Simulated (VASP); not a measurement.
All values below come from LDA (Ceperley-Alder, Perdew-Zunger), VASP's LDA PAW potentials (set 64) (plane waves; VASP).

A VASP calculation is set up with these files.

### POSCAR
```
PbSe
1.0
  0.0000000000   3.0214709617   3.0214709617
  3.0214709617   0.0000000000   3.0214709617
  3.0214709617   3.0214709617   0.0000000000
Pb Se
1 1
Cartesian
  0.0000000000   0.0000000000   0.0000000000
  3.0214709617   3.0214709617   3.0214709617
```

### KPOINTS
```
K-points
0
gamma
  7 7 7
0 0 0
```

**INCAR**
```
ALGO = Normal
EDIFF = 1E-6
EDIFFG = -0.01
ENCUT = 400
IBRION = 2
ISIF = 3
ISMEAR = 0
LASPH = .TRUE.
LCHARG = .FALSE.
LMAXMIX = 4
LREAL = .FALSE.
LWAVE = .FALSE.
NELM = 100
NSW = 60
PREC = Accurate
SIGMA = 0.05
SYSTEM = PbSe
```

POTCAR, in this order: Pb_d Se (LDA.64 set). Program: vasp_std.

What VASP printed:

File OSZICAR:
```
       N       E                     dE             d eps       ncg     rms          rms(c)
DAV:   1     0.143874612543E+03    0.14387E+03   -0.84146E+03   568   0.121E+03
DAV:   2     0.118964209227E+01   -0.14268E+03   -0.13943E+03   590   0.322E+02
DAV:   3    -0.950436213394E+01   -0.10694E+02   -0.10573E+02   740   0.966E+01
DAV:   4    -0.971794557481E+01   -0.21358E+00   -0.21347E+00   622   0.168E+01
DAV:   5    -0.972527946165E+01   -0.73339E-02   -0.73337E-02   732   0.287E+00    0.291E+00
DAV:   6    -0.947258102369E+01    0.25270E+00   -0.66970E-01   834   0.690E+00    0.171E+00
DAV:   7    -0.946314707735E+01    0.94339E-02   -0.95248E-02   638   0.178E+00    0.870E-01
DAV:   8    -0.946175446206E+01    0.13926E-02   -0.87978E-03   668   0.119E+00    0.945E-02
DAV:   9    -0.946148691390E+01    0.26755E-03   -0.18181E-03   824   0.459E-01    0.415E-02
DAV:  10    -0.946149498274E+01   -0.80688E-05   -0.10658E-04   602   0.760E-02    0.144E-02
DAV:  11    -0.946149275438E+01    0.22284E-05   -0.17035E-05   714   0.470E-02    0.562E-03
DAV:  12    -0.946149262386E+01    0.13052E-06   -0.15222E-06   364   0.187E-02
   1 F= -.94614926E+01 E0= -.94614926E+01  d E =-.946149E+01
```

**OUTCAR**
```
------------------------ aborting loop because EDIFF is reached ----------------------------------------
  FORCE on cell =-STRESS in cart. coord.  units (eV):
  Direction    XX          YY          ZZ          XY          YZ          ZX
  --------------------------------------------------------------------------------------
  Total       -0.0154004     -0.0154004     -0.0154004      0.0000000     -0.0000000     -0.0000000
  in kB       -0.4472566     -0.4472566     -0.4472566      0.0000000     -0.0000000     -0.0000000
  external PRESSURE =      -0.4472566 kB  Pullay stress =       0.0000000 kB
  volume of cell :       55.17
      direct lattice vectors                 reciprocal lattice vectors
     0.000000000  3.021470962  3.021470962    -0.165482312  0.165482312  0.165482312
     3.021470962  0.000000000  3.021470962     0.165482312 -0.165482312  0.165482312
     3.021470962  3.021470962  0.000000000     0.165482312  0.165482312 -0.165482312
  FREE ENERGIE OF THE ION-ELECTRON SYSTEM (eV)
  ---------------------------------------------------
  free  energy   TOTEN  =        -9.4614926239 eV

  energy  without entropy=       -9.4614926239  energy(sigma->0) =       -9.46149262

 reached required accuracy - stopping structural energy minimisation
```
(Selected blocks of OUTCAR.)

The compound is PbSe in the rock salt structure. It was relaxed first. The start is the result of an earlier pass.
